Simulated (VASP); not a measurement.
# A VASP study of MgO (r2SCAN): structure first, properties next, part 6 of 6

Aim: relax MgO with r2SCAN, compute its properties on that cell and hold them against experiment. Left out of this account: at least 1 further run (core levels: core levels are not valid at this level). The start is a cell from a database of measured crystal structures.

VASP 6.6.1, plane waves and PAW; the level of theory is named at each step.

So far, least gap on mesh and path (eV): step 5 (bands along the symmetry lines (r2SCAN)) 5.73; step 11 (band structure (HSE06)) 6.59.

### 12. Bands along the symmetry lines (TB-mBJ)

This step: TB-mBJ; plane waves and PAW (Mg, O) (VASP 6.6.1).

The mesh alone shows little of the dispersion and can miss band extrema, so KPOINTS_OPT adds a path through the symmetry points after the self-consistent cycle. TB-mBJ is a local potential fitted to gaps: it costs far less than a hybrid but gives no energy.

Contents of INCAR:

```
SYSTEM = MgO
PREC = Accurate
ENCUT = 520
EDIFF = 1E-06
NELM = 150
ISMEAR = 0
SIGMA = 0.05
LREAL = .FALSE.
ALGO = Normal
METAGGA = MBJ
LASPH = .TRUE.
NBANDS = 16
LORBIT = 11
LWAVE = .FALSE.
LCHARG = .FALSE.
KPAR = 2
```

Contents of POSCAR:

```
MgO
1.0
    0.0000000000      2.0973980938      2.0973980938
    2.0973980938      0.0000000000      2.0973980938
    2.0973980938      2.0973980938      0.0000000000
Mg O
1 1
Direct
    0.0000000000      0.0000000000      0.0000000000
    0.5000000000      0.5000000000      0.5000000000
```

Contents of KPOINTS:

```
Automatic mesh
0
Gamma
8 8 8
0 0 0
```

Contents of KPOINTS_OPT:

```
Line mode
16
Line-mode
Reciprocal
  0.00000000   0.00000000   0.00000000 GAMMA
  0.50000000   0.00000000   0.50000000 X

  0.50000000   0.00000000   0.50000000 X
  0.50000000   0.25000000   0.75000000 W

  0.50000000   0.25000000   0.75000000 W
  0.37500000   0.37500000   0.75000000 K

  0.37500000   0.37500000   0.75000000 K
  0.00000000   0.00000000   0.00000000 GAMMA

  0.00000000   0.00000000   0.00000000 GAMMA
  0.50000000   0.50000000   0.50000000 L

  0.50000000   0.50000000   0.50000000 L
  0.62500000   0.25000000   0.62500000 U

  0.62500000   0.25000000   0.62500000 U
  0.50000000   0.25000000   0.75000000 W

  0.50000000   0.25000000   0.75000000 W
  0.50000000   0.50000000   0.50000000 L

  0.50000000   0.50000000   0.50000000 L
  0.37500000   0.37500000   0.75000000 K

  0.62500000   0.25000000   0.62500000 U
  0.50000000   0.00000000   0.50000000 X
```

PAW data sets: Mg and O (PBE family, release 64).

Started as:

```console
> mpirun -np 2 vasp_std
```

Output:

```text
[... set-up lines as in an earlier step ...]
 entering main loop
       N       E                     dE             d eps       ncg     rms          rms(c)
DAV:   1     0.507947941586E+02    0.50795E+02   -0.44177E+03  1008   0.449E+02
DAV:   2     0.216937277643E+02   -0.29101E+02   -0.28341E+02  1304   0.115E+02
DAV:   3     0.210752036427E+02   -0.61852E+00   -0.61830E+00  1072   0.135E+01
DAV:   4     0.210740133791E+02   -0.11903E-02   -0.11903E-02  1184   0.668E-01
DAV:   5     0.210740104523E+02   -0.29268E-05   -0.29268E-05  1112   0.309E-02    0.778E+00
DAV:   6     0.225117880614E+02    0.14378E+01   -0.16797E+01   976   0.250E+01    0.426E+00
DAV:   7     0.223146303558E+02   -0.19716E+00   -0.52118E+00   984   0.798E+00    0.298E+00
DAV:   8     0.258367684633E+02    0.35221E+01   -0.93306E+00   944   0.143E+01    0.551E+00
DAV:   9     0.250113534967E+02   -0.82541E+00   -0.14988E+01   984   0.148E+01    0.134E+00
DAV:  10     0.258266987398E+02    0.81535E+00   -0.66773E+00   976   0.837E+00    0.215E+00
DAV:  11     0.253795554580E+02   -0.44714E+00   -0.16755E+00   984   0.413E+00    0.188E-01
DAV:  12     0.254813070117E+02    0.10175E+00   -0.49434E-01   976   0.227E+00    0.829E-01
DAV:  13     0.254015319264E+02   -0.79775E-01   -0.88120E-02  1000   0.977E-01    0.304E-01
DAV:  14     0.253864723541E+02   -0.15060E-01   -0.21749E-02   992   0.544E-01    0.358E-01
DAV:  15     0.253336100627E+02   -0.52862E-01   -0.16654E-03  1056   0.190E-01    0.240E-01
DAV:  16     0.252832255203E+02   -0.50385E-01   -0.18431E-03  1048   0.233E-01    0.179E-01
DAV:  17     0.252365544981E+02   -0.46671E-01   -0.50198E-04  1112   0.138E-01    0.138E-01
DAV:  18     0.251956946012E+02   -0.40860E-01   -0.45407E-04  1064   0.137E-01    0.876E-02
DAV:  19     0.251743322478E+02   -0.21362E-01   -0.26166E-04  1072   0.823E-02    0.807E-02
DAV:  20     0.251415065160E+02   -0.32826E-01   -0.28825E-04  1000   0.108E-01    0.296E-02
DAV:  21     0.251305211700E+02   -0.10985E-01   -0.28011E-04  1056   0.715E-02    0.364E-02
DAV:  22     0.251120231297E+02   -0.18498E-01   -0.11832E-04  1024   0.639E-02    0.182E-03
DAV:  23     0.251087512782E+02   -0.32719E-02   -0.12197E-04  1024   0.415E-02    0.113E-02
DAV:  24     0.251070686373E+02   -0.16826E-02   -0.16327E-05  1008   0.155E-02    0.514E-03
DAV:  25     0.251100519838E+02    0.29833E-02   -0.64846E-06  1008   0.108E-02    0.120E-02
DAV:  26     0.251099460580E+02   -0.10593E-03   -0.61651E-06  1000   0.935E-03    0.919E-03
DAV:  27     0.251093103884E+02   -0.63567E-03   -0.12239E-06   960   0.511E-03    0.839E-03
DAV:  28     0.251046136366E+02   -0.46968E-02   -0.70141E-06  1000   0.160E-02    0.507E-04
DAV:  29     0.251042938413E+02   -0.31980E-03   -0.73990E-06   984   0.105E-02    0.355E-03
DAV:  30     0.251030455968E+02   -0.12482E-02   -0.21690E-06   712   0.583E-03    0.140E-04
[...]
DAV:  35     0.251023245966E+02    0.33758E-04   -0.48405E-08   464   0.809E-04    0.129E-04
DAV:  36     0.251022667191E+02   -0.57877E-04   -0.10480E-08   464   0.367E-04    0.480E-05
DAV:  37     0.251022961796E+02    0.29461E-04   -0.30621E-09   464   0.187E-04    0.604E-05
DAV:  38     0.251022554159E+02   -0.40764E-04   -0.16716E-09   464   0.156E-04    0.408E-05
DAV:  39     0.251022523928E+02   -0.30231E-05   -0.10758E-09   464   0.119E-04    0.110E-05
DAV:  40     0.251022372708E+02   -0.15122E-04   -0.16234E-10   464   0.576E-05    0.389E-05
DAV:  41     0.251022463006E+02    0.90298E-05   -0.13752E-10   464   0.438E-05    0.121E-05
DAV:  42     0.251022504613E+02    0.41607E-05   -0.90084E-11   464   0.413E-05    0.111E-05
DAV:  43     0.251022599783E+02    0.95170E-05   -0.25493E-11   464   0.331E-05    0.517E-06
DAV:  44     0.251022555044E+02   -0.44739E-05   -0.46722E-11   464   0.290E-05    0.103E-05
DAV:  45     0.251022566220E+02    0.11176E-05   -0.34516E-11   464   0.207E-05    0.252E-06
DAV:  46     0.251022574434E+02    0.82140E-06   -0.41430E-12   464   0.977E-06
   1 F= 0.25102257E+02 E0= 0.25102257E+02  d E =-.199737E-13
 Start KPOINTS_OPT (optional k-point list driver)
k-point batch [1-29\160]
       N       E                     dE             ncg
DAV:   1     0.510130066753E+03   -0.79943E+04     1008
DAV:   2    -0.378916899793E+03   -0.88905E+03     1240
DAV:   3    -0.395577950948E+03   -0.16661E+02     1192
DAV:   4    -0.395621979231E+03   -0.44028E-01     1208
DAV:   5    -0.395622144252E+03   -0.16502E-03     1128
DAV:   6    -0.395622145085E+03   -0.83346E-06     1192
[...]
k-point batch [146-160\160]
       N       E                     dE             ncg
DAV:   1     0.518023245235E+04   -0.59107E+04      520
DAV:   2     0.473393167848E+04   -0.44630E+03      656
DAV:   3     0.472664355446E+04   -0.72881E+01      640
DAV:   4     0.472662302234E+04   -0.20532E-01      600
DAV:   5     0.472662293838E+04   -0.83951E-04      640
DAV:   6     0.472662293801E+04   -0.37085E-06      568
```

Wall time 39 s (2 MPI ranks of Intel Xeon Platinum 8259CL at 2.50GHz (Skylake/Cascade Lake), shared host); peak memory 0.27 GiB; 73 s of CPU time.

OUTCAR, selected parts (step 12):

```text
   NELECT =       8.0000    total number of electrons

 E-fermi :   4.0346

 k-point     1 :       0.0000    0.0000    0.0000
  band No.  band energies     occupation
      1     -14.5011      2.00000
      2       3.7956      2.00000
      3       3.7956      2.00000
      4       3.7957      2.00000
      5      10.6872      0.00000
      6      21.7569      0.00000
      7      21.7569      0.00000
      8      21.7569      0.00000
      9      26.4564      0.00000
    ...

  Total       23.6765038     23.6765038     23.6765038      0.0000000     -0.0000000      0.0000000
  in kB     2055.6802013   2055.6802013   2055.6802013      0.0000000     -0.0000000      0.0000000
  external PRESSURE =    2055.6802013 kB  Pullay stress =       0.0000000 kB

 POSITION                                       TOTAL-FORCE (eV/Angst)
 -----------------------------------------------------------------------------------
      0.00000      0.00000      0.00000         0.000000     -0.000000     -0.000000
      2.09740      2.09740      2.09740        -0.000000      0.000000      0.000000
 -----------------------------------------------------------------------------------
    total drift:                               -0.000000     -0.000000      0.000000

  FREE ENERGIE OF THE ION-ELECTRON SYSTEM (eV)
  ---------------------------------------------------
  free  energy   TOTEN  =        25.1022574434 eV

  energy  without entropy=       25.1022574434  energy(sigma->0) =       25.10225744

[... 8 parts as in an earlier step ...]

[... 9 further parts left out ...]
```

This functional is a potential without an energy, so its energies, forces and stress mean nothing and are not read.

Numbers from this step:

```
SCF cycles                        : 46
bands                             : 16
irreducible k-points              : 29
Fermi energy                      : 4.035 eV
least gap on mesh and path        : 6.892 eV
least direct gap on mesh and path : 6.892 eV
```

Electronic bands along the path, in eV, zero at the valence-band top; v1 is the highest filled band, c1 the lowest empty one:

```csv
point,v3,v2,v1,c1,c2
Γ,0.00,0.00,0.00,6.89,17.96
0.47 of the way,-2.07,-0.59,-0.59,9.87,13.83
X,-3.55,-1.21,-1.21,11.52,12.40
0.47 of the way,-3.32,-1.60,-1.36,12.25,13.17
W,-2.55,-2.55,-1.54,14.02,14.02
0.47 of the way,-2.88,-2.33,-1.31,13.08,14.38
K,-3.02,-2.33,-1.03,12.44,14.20
0.47 of the way,-2.66,-1.14,-0.41,10.58,14.30
Γ,0.00,0.00,0.00,6.89,17.96
0.47 of the way,-2.06,-0.28,-0.28,9.02,15.12
L,-4.00,-0.60,-0.60,10.20,15.15
0.47 of the way,-3.63,-1.40,-0.75,11.40,14.82
U,-3.02,-2.33,-1.03,12.44,14.20
0.47 of the way,-2.91,-2.32,-1.25,12.94,14.34
W,-2.55,-2.55,-1.54,14.02,14.02
0.47 of the way,-3.39,-1.76,-0.93,12.13,14.60
L,-4.00,-0.60,-0.60,10.20,15.15
0.53 of the way,-3.53,-1.59,-0.79,11.68,14.73
K,-3.02,-2.33,-1.03,12.44,14.20
jump to U,-3.02,-2.33,-1.03,12.44,14.20
0.47 of the way,-3.40,-1.62,-1.15,11.92,12.97
X,-3.55,-1.21,-1.21,11.52,12.40
```

Of the projections kept (Mg, O), the largest for each band there, as a share of the weight inside these atoms' spheres; weight between the spheres isn't counted:

```csv
point,v3,v2,v1,c1,c2
Γ,O 0.98,O 0.98,O 0.98,Mg 0.50,Mg 1.00
X,O 0.88,O 0.94,O 0.94,Mg 1.00,Mg 0.90
W,O 0.90,O 0.90,O 0.92,O 0.64,O 0.64
K,O 0.89,O 0.90,O 0.95,Mg 0.69,Mg 0.70
Γ,O 0.98,O 0.98,O 0.98,Mg 0.50,Mg 1.00
L,O 0.84,O 0.97,O 0.97,Mg 0.64,O 0.69
```

The electronic bands as a text plot (rows in eV, shown from -4.0 to 12.1 only):

```
   11.8 |      +++++        +                        +     +   ++
   11.1 |     +                             +         +   +
   10.4 |    +               +          ++++           +++
    9.8 |                              +
    9.1 |   +                 ++      +
    8.4 |  +                         +
    7.7 | +                     +   +
    7.1 |+                       +++
    6.4 |
    5.7 |
    5.1 |
    4.4 |
    3.7 |
    3.0 |
    2.4 |
    1.7 |
    1.0 |
    0.4 |
   -0.3 |****               ***************            ***
   -1.0 |  * ******    ***** ** *   *      ******   **** ********
   -1.7 |   *      ****     * **     *      **   *** *     *   *
   -2.3 |    *       *******          *       *******       ***
   -3.0 |     **    **********         *     ***** **       ***
   -3.7 |       ****                    *****        *******   **
         Γ       X    W  K        Γ      L     U  W     L   K|U X
```

The gap moves by +1.16 eV against r2SCAN.

### 13. Summary of results

```json
{
  "relaxed volume": "9.227 Å³/atom",
  "relaxed conventional cell a, b, c": "4.195, 4.195, 4.195 Å",
  "space group after relaxing, within 0.02 Å": "Fm-3m (No. 225)",
  "band gap": "5.73 eV, direct",
  "gap among the points of the DOS mesh alone, an upper bound": "5.73 eV",
  "highest zone-centre mode": "408 cm⁻¹",
  "static dielectric constant from modes and Born charges, mean": "8.90",
  "LO mode by the Lyddane-Sachs-Teller relation": "717 cm⁻¹",
  "electronic dielectric constant, mean": "2.88",
  "strongest peak of ε2, mean over directions": "12.4 eV",
  "ε1 at zero frequency, no local fields, mean": "2.88",
  "band gap (HSE06)": "6.59 eV, direct",
  "band gap (TB-mBJ)": "6.89 eV, direct"
}
```

With r2SCAN, MgO relaxes to 9.227 Å³/atom in space group Fm-3m (held by the symmetry of the run) and has a direct gap of 5.73 eV (6.59 eV with HSE06). Against the listed cell the volume lies -1.2 %. Dielectric tensor and Born charges (r2SCAN): The electronic dielectric tensor with local fields is isotropic, 2.88. Dielectric tensor and Born charges (r2SCAN): Mean Born effective charge: Mg1 1.90, O2 -1.90 e. Band structure (HSE06): The path shows a direct gap of 6.59 eV (valence top at Γ, conduction bottom at Γ). Bands along the symmetry lines (TB-mBJ): The path shows a direct gap of 6.89 eV (valence top at Γ, conduction bottom at Γ). The other levels ran on the cell relaxed with r2SCAN, and without spin-orbit coupling unless named. Semilocal functionals usually underestimate gaps. Modes at Γ alone can't show that the crystal is stable at other wave vectors, and the LO-TO splitting is not included. No search among competing phases was made, and a listed structure need not be the one stable at ambient conditions. All values are for a static lattice at zero temperature.

Computed beside measured:

| quantity | measured | r2SCAN | HSE06 | TB-mBJ |
| --- | --- | --- | --- | --- |
| lattice constant a (Å) | 4.212 | 4.195 (-0.4 %) | - | - |
| band gap (least gap) (eV) | 7.83 | 5.73 (-2.10 eV) | 6.59 (-1.24 eV) | 6.89 (-0.94 eV) |
| ε∞ (mean of the tensor) | 2.95 | 2.88 (-2.2 %) | - | - |
| infrared mode, TO phonon at Gamma (T1u) (cm⁻¹) | 396.5 | 408 (+2.8 %) | - | - |

Cost of the run behind each value, in core time: r2SCAN 78 s, HSE06 10 min, TB-mBJ 78 s.

Measured values from arxiv:1901.10525 (2019), arxiv:0908.1581 (2009) and arxiv:0704.2267 (2007).

**Verdict.** The lattice constant a is off by -0.4 %: good agreement. For the band gap, of the levels listed nearest comes TB-mBJ (-0.94 eV, fair agreement) and farthest r2SCAN (-2.10 eV, a clear miss). Zero-point and thermal motion shift the measured gap. The ε∞ is off by -2.2 %: good agreement. The infrared mode is off by +2.8 %: good agreement. The grades are ours: good and fair within 0.7 and 1.5 % for the lattice constant a, 7 and 18 % for the ε∞ and 3 and 7 % for the infrared mode. For lattice constants and infrared mode the calculation has a static lattice, without zero-point motion or thermal expansion (measured at up to 295 K).

[Lines on the potential files, build, host, timing and source positions are cut from VASP's logs without a mark.]

[Logs are printed without paths, hosts, clocks, repeated set-up lines and the standing remarks that a program may print on its own settings, such as how far it seeks lower states.]

[Hosts, paths, dates, database ids (printed as entryN), source tags and the programs' standing remarks are cut or masked in the printed files.]

[A measured line is paired with the nearest computed mode of its activity, which favours agreement.]

[In band tables of VASP the shares of atoms and orbitals are scaled to a sum of 1 inside the atoms' spheres.]
